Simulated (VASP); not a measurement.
Given:

```xyz
3
Lattice="0.0000 2.9479 2.9479 2.9479 0.0000 2.9479 2.9479 2.9479 0.0000" Properties=species:S:1:pos:R:3 pbc="T T T"
Pb     0.0000     0.0000     0.0000
F      1.4739     1.4739     1.4739
F      4.4218     4.4218     4.4218
```

Level of theory: PBEsol GGA, VASP's PBE PAW potentials (set 64) (plane waves; VASP). Run with PREC = Normal, EDIFF = 1E-5, 450 eV cut-off, 9×9×9 Γ-centred mesh, Gaussian smearing of 0.050 eV, potentials Pb_d F.

At this cut-off the stress carries a Pulay error, which pulls relaxed volumes low.

### Question
What does the run give for the energy per atom (σ→0), pressure?

### Answer

| Quantity | Value |
|---|---|
| energy per atom (σ→0) | -4.980 eV/atom |
| pressure | -1.96 GPa |

The absolute energy has meaning only against runs of the same code, potentials and settings.

The compound is PbF2 in the fluorite structure, the β form. It was relaxed first.
